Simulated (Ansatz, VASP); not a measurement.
# Cross-check of Na3BrO between VASP and Ansatz, part 2 of 2

One calculation is typed for both programs; each brings its own data sets. How far apart do they land? The cell is taken from a series of runs on this material, whose earlier steps may have relaxed, scaled, displaced or heated it; both programs get it as it stands.

VASP 6.6.1 and Ansatz 0.2.0.

So far: Starting point; VASP: relaxation of cell and atoms, r2SCAN.

**3. Ansatz: relaxation of cell and atoms, r2SCAN**

Level of this step: Ansatz beside VASP: Kohn-Sham DFT, plane waves, r2SCAN (Ansatz).

Ansatz runs on its default PAW (the set named soft_2) files.

The same cell, functional and mesh now go to Ansatz, which takes its cutoff from its data sets.

input.yaml

```yaml
crystal:
  lattice:
    - [4.53313, 0.0, 0.0]
    - [0.0, 4.53313, 0.0]
    - [0.0, 0.0, 4.53313]
  atoms:
    - { symbol: Na, position: [0.0, 0.5, 0.5] }
    - { symbol: Na, position: [0.5, 0.0, 0.5] }
    - { symbol: Na, position: [0.5, 0.5, 0.0] }
    - { symbol: Br, position: [0.0, 0.0, 0.0] }
    - { symbol: O, position: [0.5, 0.5, 0.5] }
kpoints:
  mp_grid: { grid: [4, 4, 4] }
scf:
  occupations: { method: fixed }
hamiltonian:
  xc: r2scan
relax:
  f_tol: 0.01
  max_steps: 90
  cell: {}
output:
  forces: true
```

Run with:

```sh
$ ansatz run input.yaml --threads 4 --pin off --max-ram 24576MiB --backend cpu --events-out ev --progress --plain --runs-dir out
```

Numbers of over 12 decimals in the logs are rounded to 6 here.

The log of the run:

```text
Engine: ansatz 0.2.0, aarch64-unknown-linux-gnu
Pseudopotentials: kind: paw
Pseudopotential: Na, paw, valence charge 9, recommended cutoff 500 eV (meta_gga), Na.paw.azcp
Pseudopotential: Br, paw, valence charge 7, recommended cutoff 500 eV (meta_gga), Br.paw.azcp
Pseudopotential: O, paw, valence charge 6, recommended cutoff 500 eV (meta_gga), O.paw.azcp
Functional definition: r2SCAN
  parameter k0 = 0.174
  parameter k1 = 0.065
  parameter a1 = 4.9479
  exchange = r2scan_x(k0 = k0, k1 = k1, a1 = a1)
  correlation = r2scan_c
Crystal: 5 atoms, lattice volume = 93.153 Å³
Basis set: ecut = 500 eV, 2373 PW (Γ), exchange–correlation on 144×144×144 points (64 copies of the dense FFT grid, shifted against one another)
Bands: 25, of which v1, the nominal top of the filled ones, is band 20 counted from 1 (19 counted from 0)
Symmetry: 48 space group operations
Space group: Pm-3m (ITA 221), of the structure as read, at distance tolerance 4.5e-5 Å
k-points: 10 of 64
Non-local potential: Na, projectors of the file, l = 0: 3, l = 1: 2, l = 2: 1
Non-local potential: Br, projectors of the file, l = 0: 2, l = 1: 2, l = 2: 2
Non-local potential: O, projectors of the file, l = 0: 2, l = 1: 2, l = 2: 1
PAW form: soft (Blöchl's): semilocal exchange-correlation on the pseudo side does not see the compensation charge
PAW frozen core: Na, regenerated for the run's functional (the file was generated under x = pbe(κ = 0.804, μ = 0.219515), c = pbe(β = 0.066725))
PAW frozen core: Br, regenerated for the run's functional (the file was generated under x = pbe(κ = 0.804, μ = 0.219515), c = pbe(β = 0.066725))
PAW frozen core: O, regenerated for the run's functional (the file was generated under x = pbe(κ = 0.804, μ = 0.219515), c = pbe(β = 0.066725))
PAW one-centre angular grid: Na, 302 points (default); XC on 339 of its mesh's 2595 points in the sphere
PAW one-centre angular grid: Br, 302 points (default); XC on 160 Gauss nodes
PAW one-centre angular grid: O, 302 points (default); XC on 160 Gauss nodes
Initial density: superposition of atomic densities (neutral atoms: chi_scale 0, normalization atom), corrected by the library's trained network
Initial wavefunctions: pseudopotential atomic-orbital guess
Functional: x = r2scan, c = r2scan; τ floored in thin density (d = 2e-4 eV/Å³)
SCF iter   1: F=—  HF=-7832.452779 eV  |F-HF|=—  |Δ(HF+E_count)|=         —  Δρ=9.68e-3  dr2=9.45e-2  dr2_τ=5.56e-2  ethr=1.77e-3  ⟨swp⟩=5.5  Hψ=996  notcnv=0  defer=26
preconditioner: auto → Resta (q_TF=auto, 2.370 Å⁻¹)  ε∞=3.3  [insulator: Δε(μ)=2.931 eV  Ē_g=8.754 eV  n_scr=18 (ndim 8)  ℏωp=13.3 eV  f_vac=0.012  ε∞_Penn≈3.3]
SCF iter   2: F=—  HF=-7832.479729 eV  |F-HF|=—  |Δ(HF+E_count)|=   2.70e-2  Δρ=4.54e-3  dr2=1.02e-2  dr2_τ=3.52e-3  ethr=2.36e-4  ⟨swp⟩=3.0  Hψ=553  notcnv=0  defer=26
SCF iter   3: F=—  HF=-7832.478522 eV  |F-HF|=—  |Δ(HF+E_count)|=   1.21e-3  Δρ=1.58e-3  dr2=3.57e-3  dr2_τ=2.26e-4  ethr=2.55e-5  ⟨swp⟩=2.0  Hψ=342  notcnv=0  defer=17
automatic band count: iteration 3 solves 24 bands in place of 25: the levels show a gap, and the empty bands left out lie too high to hold charge; the band table lists the bands solved (type scf.n_extra_bands for more)
SCF iter   4: F=—  HF=-7832.477904 eV  |F-HF|=—  |Δ(HF+E_count)|=   6.17e-4  Δρ=7.36e-4  dr2=3.85e-4  dr2_τ=4.41e-5  ethr=8.93e-6  ⟨swp⟩=2.0  Hψ=289  notcnv=0  defer=17
SCF iter   5: F=—  HF=-7832.477924 eV  |F-HF|=—  |Δ(HF+E_count)|=   2.01e-5  Δρ=1.48e-4  dr2=1.80e-5  dr2_τ=1.14e-6  ethr=9.62e-7  ⟨swp⟩=2.0  Hψ=339  notcnv=0  defer=17
SCF iter   6: F=—  HF=-7832.477943 eV  |F-HF|=—  |Δ(HF+E_count)|=   1.84e-5  Δρ=2.13e-5  dr2=5.70e-7  dr2_τ=3.07e-8  ethr=4.50e-8  ⟨swp⟩=2.0  Hψ=318  notcnv=0
SCF iter   7: F=-7832.477943 eV  HF=-7832.477943 eV  |F-HF|=1.40e-8  |Δ(HF+E_count)|=   2.97e-7  Δρ=3.76e-6  dr2=1.11e-8  dr2_τ=1.20e-9  ethr=2.50e-10  ⟨swp⟩=4.6  Hψ=786  notcnv=0
SCF 1 converged in 7 iterations: F = -7832.477943 eV  dr2 = 1.11e-8
  greatest PAW one-centre occupation: 1.000 electrons in one spin orbital (limit 2), on the Na atom at site 2 (counted from 0), in its partial waves of l = 0
relax step   1: F+E_penalty+E_count = -7832.47794288 eV  Δ(F+E_penalty+E_count) = +0.000e0 eV  max|allowed force component| = 3.258e-29 eV/Å  Δτ_max = 0.0000 Å  P = +0.065 GPa  Ω = 93.153 Å³  (7 SCF iters, dr2 threshold 1.00e-7 eV, accepted)
[...]
relax step   2: F+E_penalty+E_count = -7832.47795440 eV  Δ(F+E_penalty+E_count) = -1.152e-5 eV  max|allowed force component| = 1.155e-28 eV/Å  Δτ_max = 0.0000 Å  P = +0.029 GPa  Ω = 93.245 Å³  energy of the carried Pulay correction = -1.571e-5 eV  (5 SCF iters, dr2 threshold 1.07e-8 eV, accepted)
[...]
relax step   3: F+E_penalty+E_count = -7832.47796590 eV  Δ(F+E_penalty+E_count) = -1.150e-5 eV  max|allowed force component| = 6.860e-29 eV/Å  Δτ_max = 0.0000 Å  P = +0.029 GPa  Ω = 93.245 Å³  stress off target by 2.95e-2 GPa  SCF on the basis re-selected at this cell (its energy is not comparable with the rows above)  (4 SCF iters)
basis re-selected at this cell: Δ(F+E_penalty+E_count) = -1.150e-5 eV, ΔP = +0.000 GPa vs the last step (what re-selecting the basis moved, of the pressure what is left beyond the Pulay correction that the steps carried, after the strain that the cell walked since its last selection, with what the two solves' SCF thresholds leave and, on support functions, any second-order correction that the steps lacked; it is no m [...]
SCF converged after 4 iterations
Free energy (F): -7832.477966 eV
Harris-Foulkes:  -7832.477966 eV  (|F-HF|=1.82e-11)
Internal energy: -7832.477966 eV  (E = F + TS)
E sigma→0 (E₀):  -7832.477966 eV
Fermi energy:    3.441639 eV
--- Per-component energies (eV) ---
  E_band       = -674.249751
  E_kinetic    = 675.006441
  E_local      = -4492.428974  (includes V_loc(G=0)·N_el)
  E_nonlocal   = 465.588906
  E_hartree    = 1622.424008
  E_xc         = -437.124420
  E_vxc        = -390.020202  (∫ρ·V_xc dr)
  E_paw        = -3232.654317  (= ΣΔE_a)
  E_vpaw       = -205.042205  (= ΣTr[D̂ρ^β])
  E_aug_tail   = 0.000981  (compensation charges beyond the density's cutoff)
  E_vtau       = 27.797182  (kinetic-family band-sum trace: ∫τ·v_τ [+ j·A + Jᵃ·Aᵃ] dr)
  E_ewald      = -2433.021656
  E_core_change = -0.268936  (= ΣΔE_core)
  E_smearing   = -0.000000  (= −TS)
  E_closure    = 0.000000  (closes the sum)
  Σ components = -7832.477966   (vs F -7832.477966, Δ=0.00e0)
--- Forces (eV/Å), atoms counted from 1 ---
  atom   1  Na    -0.00000000     0.00000000    -0.00000000
  atom   2  Na     0.00000000    -0.00000000     0.00000000
  atom   3  Na     0.00000000    -0.00000000    -0.00000000
  atom   4  Br     0.00000000     0.00000000    -0.00000000
  atom   5  O      0.00000000     0.00000000     0.00000000
  max |Σ_I F_I| component: 3.56e-29 eV/Å
--- Stress (GPa, compression-positive) ---
        0.029458       0.000000      -0.000000
        0.000000       0.029458       0.000000
       -0.000000       0.000000       0.029458
  P = ⅓ Tr σ = 0.0295 GPa (0.295 kbar)
--- Relaxed structure (2 steps of the walk, 2 accepted, 1 SCFs on fresh bases) ---
  F+E_penalty+E_count = -7832.47796590 eV   max|allowed force component| = 6.860e-29 eV/Å   (the final SCF, on the basis selected at the relaxed cell)
  cell:  # Å, volume = 93.2447 Å³
    - [4.534625, 0, 0]
    - [0, 4.534625, 0.0]
    - [0, 0.0, 4.534625]
  atoms:
    - { symbol: Na, position: [0, 0.500000, 0.500000] }
    - { symbol: Na, position: [0.500000, 0, 0.500000] }
    - { symbol: Na, position: [0.500000, 0.500000, 0] }
    - { symbol: Br, position: [0, 0, 0] }
    - { symbol: O, position: [0.500000, 0.500000, 0.500000] }
```

**4. Comparison**

Known differences besides the potentials themselves: VASP keeps PBE cores, Ansatz makes them for the functional; fixed occupations in Ansatz, narrow Gaussian smearing in VASP; the data sets hold 40 valence electrons in Ansatz (on its default PAW (the set named soft_2) files) and 34 in VASP; the cutoff is 500 eV in Ansatz and 660 eV in VASP; Ansatz adds a Pulay correction to the stress that steers its cell, VASP none. Total energies have different zeros and are not compared.

The two programs side by side:

```
                                         quantity  Ansatz   VASP  difference
                                      volume (Å³)   93.24  92.68     +0.61 %
edge a after relaxation, in the typed setting (Å)   4.535  4.525     +0.20 %
```

**5. What came out**

| Item | Value |
| --- | --- |
| difference in volume (relaxation of cell and atoms, r2SCAN) | 0.61 % |

What this shows: The difference in volume is 0.61 % (relaxation of cell and atoms, r2SCAN), within the 1.2 % picked in this series as the mark of a large difference, as far as the stopping tolerances let one tell. The data sets hold unlike numbers of valence electrons (40 in Ansatz and 34 in VASP), so part of the differences comes from the potentials. How closely two codes agree says nothing of how well the functional describes the real material.

[Lines on the potential files, build, host, timing and source positions are cut from VASP's logs without a mark.]

[Logs are printed without paths, hosts, clocks, repeated set-up lines and the standing remarks that a program may print on its own settings, such as how far it seeks lower states.]

[Hosts, paths, dates, database ids (printed as entryN), source tags and the programs' standing remarks are cut or masked in the printed files.]
